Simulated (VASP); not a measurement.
# Driving VASP from ASE on PW, part 4 of 4

Do ASE scripts that read PW from different structure formats give one answer, and do several routes find one equilibrium volume? All runs use PBEsol. Left out of this account: at least 1 further run (self-consistent run: a reference on another mesh). The start is a cell from a database of measured crystal structures.

VASP 6.6.1; PBEsol; plane waves and PAW (P, W).

So far. Step 4 (Full relaxation (PBEsol, through ASE)): It ends with a largest force of 0.003 eV/Å and a pressure of 0.05 GPa. Step 5 (Energy against volume, from ASE (PBEsol)): The fit over cells of fixed shape and fractional positions puts the volume +7.04 % from the relaxed one.

## Step 6: Relaxation driven by ASE (PBEsol)

Here ASE drives the relaxation and calls VASP for forces and stress at each step.

File run.py:

```python
import numpy as np
from ase.calculators.vasp import Vasp
from ase import Atoms
from ase.optimize import BFGS
from ase.filters import FrechetCellFilter

atoms = Atoms(['P', 'P', 'P', 'P', 'W', 'W', 'W', 'W'],
              cell=[[5.717, 0.0, 0.0], [0.0, 3.238, 0.0], [0.0, 0.0, 6.219]],
              scaled_positions=[[0.8, 0.75, 0.62], [0.2, 0.25, 0.38], [0.7, 0.25, 0.12], [0.3, 0.75, 0.88], [0.0, 0.75, 0.175], [0.0, 0.25, 0.825], [0.5, 0.25, 0.675], [0.5, 0.75, 0.325]],
              pbc=True)

calc = Vasp(
    xc='pbesol',
    pp='PBE',
    prec='Accurate',
    encut=400,
    ediff=1e-06,
    nelm=100,
    ismear=-1,
    sigma=0.05,
    lreal=False,
    algo='Normal',
    nbands=30,
    lasph=True,
    lorbit=11,
    lwave=False,
    lcharg=False,
    kpar=8,
    isif=2,
    pp_version='64',
    setups={'P': '', 'W': ''},
    kpts=(5, 9, 5),
    gamma=True,
    txt='vasp.out',
)
atoms.calc = calc

BFGS(FrechetCellFilter(atoms)).run(fmax=0.02, steps=30)
print("cell (A, degrees):", np.round(atoms.cell.cellpar(), 4))
print("volume (A^3):", round(atoms.get_volume(), 4))
print("energy (eV):", round(atoms.get_potential_energy(), 6))
print("Fermi level (eV):", round(calc.get_fermi_level(), 4))
print("forces (eV/A):")
print(np.round(atoms.get_forces(), 4))
print("stress (GPa, Voigt, tension positive):", np.round(atoms.get_stress() * 160.21766, 3))
```

PAW data sets: P and W (PBE family, release 64).

Command:

```
> export ASE_VASP_COMMAND="mpirun -np 8 vasp_std"
> python run.py
```

The program printed:

```text
Step     Time          Energy          fmax
BFGS:    0 --:--:--      -79.709342        2.968968
BFGS:    1 --:--:--      -80.279493        2.564987
BFGS:    2 --:--:--      -81.781655        0.815233
BFGS:    3 --:--:--      -81.914160        0.851684
BFGS:    4 --:--:--      -81.991602        0.873058
BFGS:    5 --:--:--      -82.127675        0.679502
BFGS:    6 --:--:--      -82.185369        0.650520
BFGS:    7 --:--:--      -82.235301        0.436144
BFGS:    8 --:--:--      -82.255573        0.208381
BFGS:    9 --:--:--      -82.262847        0.177939
BFGS:   10 --:--:--      -82.264274        0.156255
BFGS:   11 --:--:--      -82.265793        0.122673
BFGS:   12 --:--:--      -82.267329        0.107177
BFGS:   13 --:--:--      -82.268549        0.089090
BFGS:   14 --:--:--      -82.269603        0.073630
BFGS:   15 --:--:--      -82.270681        0.067690
BFGS:   16 --:--:--      -82.271341        0.041428
BFGS:   17 --:--:--      -82.271539        0.012799
cell (A, degrees): [ 5.6841  3.2213  6.2213 90.     90.     90.    ]
volume (A^3): 113.912
energy (eV): -82.259369
Fermi level (eV): 9.5019
forces (eV/A):
[[-0.0073  0.     -0.0105]
 [ 0.0073 -0.      0.0105]
 [ 0.0073  0.     -0.0105]
 [-0.0073 -0.      0.0105]
 [ 0.0067 -0.      0.0011]
 [-0.0067  0.     -0.0011]
 [-0.0067 -0.      0.0011]
 [ 0.0067  0.     -0.0011]]
stress (GPa, Voigt, tension positive): [ 0.051 -0.066  0.06  -0.    -0.    -0.   ]
```

The job ended after 5.8 min (8 MPI ranks of Intel Xeon Platinum 8488C (Sapphire Rapids), shared host; peak memory 2 GiB; 44 min of CPU time).

The INCAR that ASE wrote:

```
ENCUT = 400.000000
SIGMA = 0.050000
EDIFF = 1.00e-06
ALGO = Normal
GGA = PS
PREC = Accurate
ISIF = 2
ISMEAR = -1
KPAR = 8
LORBIT = 11
NBANDS = 30
NELM = 100
LASPH = .TRUE.
LCHARG = .FALSE.
LWAVE = .FALSE.
LREAL = .FALSE.
```

The KPOINTS that ASE wrote:

```
KPOINTS created by Atomic Simulation Environment
0
Gamma
5 9 5
0 0 0
```

vasp.out (the last of its runs):

```text
[... set-up lines as in an earlier step ...]
 entering main loop
       N       E                     dE             d eps       ncg     rms          rms(c)
DAV:   1     0.125638010501E+03    0.12564E+03   -0.16661E+04  2700   0.106E+03
DAV:   2    -0.727082529564E+02   -0.19835E+03   -0.18961E+03  3384   0.262E+02
DAV:   3    -0.854392359593E+02   -0.12731E+02   -0.12378E+02  3696   0.589E+01
DAV:   4    -0.857790098625E+02   -0.33977E+00   -0.33607E+00  3610   0.101E+01
DAV:   5    -0.857876173361E+02   -0.86075E-02   -0.85905E-02  3634   0.146E+00    0.523E+01
DAV:   6    -0.827802003134E+02    0.30074E+01   -0.10519E+01  3994   0.131E+01    0.231E+01
DAV:   7    -0.823111245030E+02    0.46908E+00   -0.10440E+00  3346   0.492E+00    0.781E+00
DAV:   8    -0.822763717753E+02    0.34753E-01   -0.16436E-01  3662   0.199E+00    0.795E-01
DAV:   9    -0.822719757278E+02    0.43960E-02   -0.11695E-02  3278   0.518E-01    0.533E-01
DAV:  10    -0.822716089185E+02    0.36681E-03   -0.53854E-03  3660   0.332E-01    0.143E-01
DAV:  11    -0.822715401280E+02    0.68791E-04   -0.62460E-04  3522   0.115E-01    0.772E-02
DAV:  12    -0.822715467737E+02   -0.66457E-05   -0.78507E-05  3306   0.397E-02    0.511E-02
DAV:  13    -0.822715388058E+02    0.79679E-05   -0.33229E-05  3218   0.269E-02    0.706E-03
DAV:  14    -0.822715385763E+02    0.22958E-06   -0.41098E-06  3000   0.967E-03
   1 F= -.82271539E+02 E0= -.82259369E+02  d E =-.243397E-01
```

OUTCAR, selected parts (step 6):

```text
   ENCUT  =  400.0 eV  29.40 Ry    5.42 a.u.   9.27  5.25 10.15*2*pi/ulx,y,z

   NELECT =      44.0000    total number of electrons

 E-fermi :   9.5019

 k-point     1 :       0.0000    0.0000    0.0000
  band No.  band energies     occupation
    ...
     19       8.4372      2.00000
     20       8.5899      2.00000
     21       8.5944      2.00000
     22       8.8138      2.00000
     23       9.0530      1.99975
     24      10.0480      0.00004
     25      10.4693      0.00000
     26      10.6949      0.00000
     27      10.9089      0.00000
     28      11.3075      0.00000
    ...

  Total       -0.0365584      0.0466496     -0.0429824      0.0000000      0.0000000      0.0000000
  in kB       -0.5141962      0.6561288     -0.6045489      0.0000000      0.0000000      0.0000000
  external PRESSURE =      -0.1542054 kB  Pullay stress =       0.0000000 kB

 POSITION                                       TOTAL-FORCE (eV/Angst)
 -----------------------------------------------------------------------------------
      4.65592      2.41594      3.51395        -0.007299      0.000000     -0.010539
      1.02821      0.80531      2.70734         0.007299     -0.000000      0.010539
      3.87027      0.80531      0.40331         0.007299      0.000000     -0.010539
      1.81386      2.41594      5.81798        -0.007299     -0.000000      0.010539
      5.60949      2.41594      1.16977         0.006737     -0.000000      0.001117
      0.07463      0.80531      5.05152        -0.006737      0.000000     -0.001117
      2.91670      0.80531      4.28042        -0.006737     -0.000000      0.001117
      2.76743      2.41594      1.94087         0.006737      0.000000     -0.001117
 -----------------------------------------------------------------------------------
    total drift:                                0.000000     -0.000000     -0.000000

  FREE ENERGIE OF THE ION-ELECTRON SYSTEM (eV)
  ---------------------------------------------------
  free  energy   TOTEN  =       -82.2715385763 eV

  energy  without entropy=      -82.2471988372  energy(sigma->0) =      -82.25936871

[... 4 parts as in an earlier step ...]

[... 12 further parts left out ...]
```

Numbers from this step:

```yaml
optimizer_steps: 17
volume_after_bfgs: 14.24 Å³/atom
```

## Step 7: The runs together

```
                                                run  atoms   mesh  energy (eV/atom)  pressure (GPa)
                  ASE, structure read from a POSCAR      8  5×9×5          -9.96153          15.794
ASE, structure read from a CIF with its space group      8  5×8×5          -9.96108          15.844
```

## Step 8: A single point (PBEsol, through ASE) with a changed input

A single point gives energy, forces and stress at these settings. Some settings are moved from the usual, to see what they do.

run.py, as its differences from that of step 6:

```diff
@@ -3,4 +3,3 @@
 from ase import Atoms
-from ase.optimize import BFGS
-from ase.filters import FrechetCellFilter
+from ase.dft.bandgap import bandgap
 
@@ -16,6 +15,6 @@
     encut=400,
-    ediff=1e-06,
+    ediff=1e-08,
     nelm=100,
-    ismear=-1,
-    sigma=0.05,
+    ismear=1,
+    sigma=0.3,
     lreal=False,
@@ -37,5 +36,2 @@
 
-BFGS(FrechetCellFilter(atoms)).run(fmax=0.02, steps=30)
-print("cell (A, degrees):", np.round(atoms.cell.cellpar(), 4))
-print("volume (A^3):", round(atoms.get_volume(), 4))
 print("energy (eV):", round(atoms.get_potential_energy(), 6))
@@ -45 +41,3 @@
 print("stress (GPa, Voigt, tension positive):", np.round(atoms.get_stress() * 160.21766, 3))
+gap, p1, p2 = bandgap(calc, direct=False)
+print("gap on the mesh (eV):", round(gap, 4))
```

The program printed:

```text
energy (eV): -79.694075
Fermi level (eV): 9.3784
forces (eV/A):
[[-0.2029 -0.     -2.9611]
 [ 0.2029 -0.      2.9611]
 [ 0.2029  0.     -2.9611]
 [-0.2029  0.      2.9611]
 [-0.2512 -0.      0.5226]
 [ 0.2512 -0.     -0.5226]
 [ 0.2512 -0.      0.5226]
 [-0.2512 -0.     -0.5226]]
stress (GPa, Voigt, tension positive): [-13.189 -21.076 -13.011  -0.     -0.     -0.   ]
gap on the mesh (eV): 0.0
```

It took 20 s on 8 MPI ranks; peak memory 2.1 GiB; 2.4 min of CPU time.

The INCAR that ASE wrote:

```
ENCUT = 400.000000
SIGMA = 0.300000
EDIFF = 1.00e-08
ALGO = Normal
GGA = PS
PREC = Accurate
ISIF = 2
ISMEAR = 1
KPAR = 8
LORBIT = 11
NBANDS = 30
NELM = 100
LASPH = .TRUE.
LCHARG = .FALSE.
LWAVE = .FALSE.
LREAL = .FALSE.
```

ASE turned this into the KPOINTS:

```
KPOINTS created by Atomic Simulation Environment
0
Gamma
5 9 5
0 0 0
```

VASP's own log, vasp.out:

```text
[... set-up lines as in an earlier step ...]
 entering main loop
       N       E                     dE             d eps       ncg     rms          rms(c)
DAV:   1     0.132749802650E+03    0.13275E+03   -0.16858E+04  2700   0.106E+03
DAV:   2    -0.695697325434E+02   -0.20232E+03   -0.19399E+03  3410   0.263E+02
DAV:   3    -0.828122733147E+02   -0.13243E+02   -0.12772E+02  3744   0.597E+01
DAV:   4    -0.831596986083E+02   -0.34743E+00   -0.34347E+00  3590   0.100E+01
DAV:   5    -0.831686363798E+02   -0.89378E-02   -0.88914E-02  3678   0.146E+00    0.564E+01
DAV:   6    -0.802351336827E+02    0.29335E+01   -0.86595E+00  3882   0.123E+01    0.262E+01
DAV:   7    -0.797190656660E+02    0.51607E+00   -0.11806E+00  3322   0.512E+00    0.748E+00
DAV:   8    -0.796983661785E+02    0.20699E-01   -0.17208E-01  3760   0.206E+00    0.829E-01
DAV:   9    -0.796923733887E+02    0.59928E-02   -0.13337E-02  3332   0.539E-01    0.521E-01
DAV:  10    -0.796918715070E+02    0.50188E-03   -0.65103E-03  3656   0.350E-01    0.165E-01
DAV:  11    -0.796918370295E+02    0.34477E-04   -0.57152E-04  3552   0.108E-01    0.842E-02
DAV:  12    -0.796918443046E+02   -0.72751E-05   -0.56280E-05  3274   0.358E-02    0.434E-02
DAV:  13    -0.796918376594E+02    0.66453E-05   -0.38310E-05  3314   0.270E-02    0.570E-03
DAV:  14    -0.796918375351E+02    0.12424E-06   -0.32419E-06  3712   0.998E-03    0.590E-03
DAV:  15    -0.796918373541E+02    0.18097E-06   -0.20138E-07  3506   0.206E-03    0.167E-03
DAV:  16    -0.796918372683E+02    0.85792E-07   -0.61790E-08  3272   0.107E-03    0.590E-04
DAV:  17    -0.796918372537E+02    0.14609E-07   -0.15908E-08  2124   0.622E-04    0.621E-04
DAV:  18    -0.796918372438E+02    0.99753E-08   -0.28071E-09  2094   0.408E-04
   1 F= -.79691837E+02 E0= -.79694075E+02  d E =0.671421E-02
```

OUTCAR, selected parts (step 8):

```text
   NELECT =      44.0000    total number of electrons

 E-fermi :   9.3784

 k-point     1 :       0.0000    0.0000    0.0000
  band No.  band energies     occupation
    ...
     20       7.8619      2.00000
     21       8.3893      2.00003
     22       8.6363      2.00260
     23       8.7364      2.00991
     24       8.9961      2.07020
     25      10.2812     -0.00018
     26      10.6037     -0.00000
     27      10.6381     -0.00000
     28      10.8556     -0.00000
     29      11.6301     -0.00000
    ...

  Total        9.4767971     15.1442857      9.3488137      0.0000000      0.0000000      0.0000000
  in kB      131.8883920    210.7627140    130.1072487      0.0000000      0.0000000      0.0000000
  external PRESSURE =     157.5861182 kB  Pullay stress =       0.0000000 kB

 POSITION                                       TOTAL-FORCE (eV/Angst)
 -----------------------------------------------------------------------------------
      4.57360      2.42850      3.85578        -0.202943     -0.000000     -2.961071
      1.14340      0.80950      2.36322         0.202943     -0.000000      2.961071
      4.00190      0.80950      0.74628         0.202943      0.000000     -2.961071
      1.71510      2.42850      5.47272        -0.202943      0.000000      2.961071
      0.00000      2.42850      1.08832        -0.251220     -0.000000      0.522582
      0.00000      0.80950      5.13068         0.251220     -0.000000     -0.522582
      2.85850      0.80950      4.19782         0.251220     -0.000000      0.522582
      2.85850      2.42850      2.02118        -0.251220     -0.000000     -0.522582
 -----------------------------------------------------------------------------------
    total drift:                               -0.000000     -0.000000      0.000000

  FREE ENERGIE OF THE ION-ELECTRON SYSTEM (eV)
  ---------------------------------------------------
  free  energy   TOTEN  =       -79.6918372438 eV

  energy  without entropy=      -79.6985514577  energy(sigma->0) =      -79.69407532

[... 9 parts as in an earlier step ...]

[... 8 further parts left out ...]
```

The run converged, and its energy and pressure stay near those of the sound run.

Against the sound run on this cell (self-consistent run (PBEsol, through ASE)) the energy at zero smearing moves by -0.2 meV an atom and the pressure by -0.04 GPa.

Settings moved from the usual: EDIFF = 1e-08, ISMEAR = 1 and SIGMA = 0.3.

## Step 9: Summary of results

| Quantity | Value |
| --- | --- |
| energy, ASE, structure read from a POSCAR | -9.96153 eV/atom |
| energy, ASE, structure read from a CIF with its space group | -9.96108 eV/atom |
| volume from VASP's own relaxation | 14.24 Å³/atom |
| volume from the fit of the ASE volume loop | 15.24 Å³/atom |
| volume from BFGS in ASE | 14.24 Å³/atom |

With the structure read from a CIF with its space group, ASE's run differs from the first script by +0.4 meV an atom, which comes from its other mesh. The routes to the equilibrium volume differ by up to 7.04 %. A relaxation follows the stress, which carries a basis-set error, while a volume loop fits energies; every loop stops at a tolerance; VASP's relaxation keeps the plane waves of its start, while ASE starts VASP afresh at each cell, and a loop at fixed shape can't relax anything but the volume.

[Lines on the potential files, build, host, timing and source positions are cut from VASP's logs without a mark.]

[Logs are printed without paths, hosts, clocks, repeated set-up lines and the standing remarks that a program may print on its own settings, such as how far it seeks lower states.]

[Hosts, paths, dates, database ids (printed as entryN), source tags and the programs' standing remarks are cut or masked in the printed files.]

[A measured line is paired with the nearest computed mode of its activity, which favours agreement.]

[In band tables of VASP the shares of atoms and orbitals are scaled to a sum of 1 inside the atoms' spheres.]
